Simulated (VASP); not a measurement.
Computed with PBE GGA + U (Dudarev), VASP's PBE PAW potentials (set 64) (plane waves; VASP).

Input for VASP

KPOINTS:
```
Automatic
0
gamma
  12 12 9
```

### INCAR
```
SYSTEM = CuAu
PREC = Accurate
ENCUT = 400
EDIFF = 1E-6
NELM = 100
ALGO = Normal
LREAL = .FALSE.
LASPH = .TRUE.
ISMEAR = 1
SIGMA = 0.1
GGA = PE
LMAXMIX = 6
LWAVE = .FALSE.
LCHARG = .FALSE.
ISIF = 2
LDAU = .TRUE.
LDAUTYPE = 2
LDAUL = 2 -1
LDAUU = 4.0 0
LDAUJ = 0 0
LDAUPRINT = 1
LORBIT = 10
```

**POSCAR**
```
CuAu
1.0
  2.8216350000   0.0000000000   0.0000000000
  0.0000000000   2.8129030000   0.0000000000
  0.0000000000   0.0000000000   3.6728890000
Cu Au
1 1
direct
  0.0000000000   0.0000000000   0.0000000000
  0.5176750000   0.5000000000   0.5000000000
```

POTCAR, in this order: Cu Au (PBE.64 set). Program: vasp_std.

The run wrote:

**OSZICAR**
```
       N       E                     dE             d eps       ncg     rms          rms(c)
DAV:   1     0.117579211604E+03    0.11758E+03   -0.98884E+03  7669   0.176E+03
DAV:   2    -0.236300164808E+01   -0.11994E+03   -0.11406E+03  7490   0.301E+02
DAV:   3    -0.645320637313E+01   -0.40902E+01   -0.40491E+01  9247   0.679E+01
DAV:   4    -0.649157574510E+01   -0.38369E-01   -0.38358E-01  8379   0.561E+00
DAV:   5    -0.649272883443E+01   -0.11531E-02   -0.11531E-02 10950   0.107E+00    0.912E+00
DAV:   6    -0.579774773042E+01    0.69498E+00   -0.23904E+00  9478   0.209E+01    0.552E+00
DAV:   7    -0.578121086036E+01    0.16537E-01   -0.10292E-01  9891   0.122E+01    0.362E+00
DAV:   8    -0.577959759180E+01    0.16133E-02   -0.13861E-01  8998   0.162E+01    0.102E+00
DAV:   9    -0.576756154159E+01    0.12036E-01   -0.43554E-02  8179   0.977E+00    0.158E-01
DAV:  10    -0.576764558251E+01   -0.84041E-04   -0.23883E-03 11479   0.108E+00    0.754E-02
DAV:  11    -0.576764218742E+01    0.33951E-05   -0.10374E-04 11144   0.266E-01    0.937E-03
DAV:  12    -0.576764060697E+01    0.15805E-05   -0.50719E-06  8891   0.756E-02    0.603E-03
DAV:  13    -0.576764062633E+01   -0.19362E-07   -0.48527E-07  4679   0.153E-02
   1 F= -.57676406E+01 E0= -.57676648E+01  d E =0.724783E-04
```

**OUTCAR**
```
------------------------ aborting loop because EDIFF is reached ----------------------------------------
  FORCE on cell =-STRESS in cart. coord.  units (eV):
  Direction    XX          YY          ZZ          XY          YZ          ZX
  --------------------------------------------------------------------------------------
  Total        0.6245386      0.5953728      0.4567625      0.0000000      0.0000000      0.0000000
  in kB       34.3246771     32.7217254     25.1036962      0.0000000      0.0000000      0.0000000
  external PRESSURE =      30.7166996 kB  Pullay stress =       0.0000000 kB
  volume of cell :       29.15
      direct lattice vectors                 reciprocal lattice vectors
     2.821635000  0.000000000  0.000000000     0.354404450  0.000000000  0.000000000
     0.000000000  2.812903000  0.000000000     0.000000000  0.355504616  0.000000000
     0.000000000  0.000000000  3.672889000     0.000000000  0.000000000  0.272265239
 POSITION                                       TOTAL-FORCE (eV/Angst)
 -----------------------------------------------------------------------------------
      0.00000      0.00000      0.00000         0.164334      0.000000      0.000000
      1.46069      1.40645      1.83644        -0.164334      0.000000      0.000000
 -----------------------------------------------------------------------------------
    total drift:                                0.000172      0.000000      0.000001
  FREE ENERGIE OF THE ION-ELECTRON SYSTEM (eV)
  ---------------------------------------------------
  free  energy   TOTEN  =        -5.7676406263 eV

  energy  without entropy=       -5.7677131046  energy(sigma->0) =       -5.76766479

 total charge

# of ion       s       p       d       tot
------------------------------------------
    1        0.364   0.294   9.364  10.023
    2        0.611   0.405   8.698   9.715
--------------------------------------------------
tot          0.976   0.700  18.063  19.738
```
(Selected blocks of OUTCAR.)

**OUTCAR**
```
 val. band max:        8.4408805315   @ k =   0.5000   0.0833   0.2222

 cond. band min:       8.4639090564   @ k =   0.0833   0.5000   0.0000


 Fermi energy:         8.4467170097

 k-point     1 :       0.0000    0.0000    0.0000
  band No.  band energies     occupation
      1      -1.0433      2.00000
      2       1.9098      2.00000
      3       2.0193      2.00000
      4       4.2554      2.00000
      5       4.2662      2.00000
      6       5.0643      2.00000
      7       5.2962      2.00000
      8       5.7938      2.00000
      9       6.3605      2.00000
     10       6.6022      2.00000
     11       6.6092      2.00000
     12      10.9407      0.00000
     13      16.7760      0.00000
     14      18.6795      0.00000
     15      18.7800      0.00000

 k-point     2 :       0.0833    0.0000    0.0000
  band No.  band energies     occupation
      1      -0.8825      2.00000
      2       1.9825      2.00000
      3       2.1174      2.00000
      4       4.1890      2.00000
      5       4.3061      2.00000
      6       5.0914      2.00000
      7       5.2541      2.00000
      8       5.7863      2.00000
      9       6.2698      2.00000
     10       6.3620      2.00000
     11       6.5735      2.00000
     12      11.3670      0.00000
     13      16.5449      0.00000
     14      17.8430      0.00000
     15      19.0496      0.00000

 k-point     3 :       0.1667    0.0000    0.0000
  band No.  band energies     occupation
      1      -0.4225      2.00000
      2       2.1476      2.00000
      3       2.4425      2.00000
      4       3.9953      2.00000
      5       4.4226      2.00000
      6       5.1303      2.00000
      7       5.1460      2.00000
      8       5.7892      2.00000
      9       5.8721      2.00000
     10       6.0459      2.00000
     11       6.4684      2.00000
     12      12.4196      0.00000
     13      15.0739      0.00000
     14      17.2645      0.00000
     15      19.8134      0.00000
...
```

Unless said otherwise, spin-orbit coupling is left out, though it shifts the bands of the heavy elements here.

The compound is CuAu in the L1_0 structure. The cell was not relaxed at this level, atoms are displaced from their ideal sites. The run is one of a series of settings (LDAU = .TRUE., LDAUJ = 0 0, LDAUL = 2 -1, LDAUTYPE = 2, LDAUU = 4.0 0 against the base run), some of them coarse on purpose.
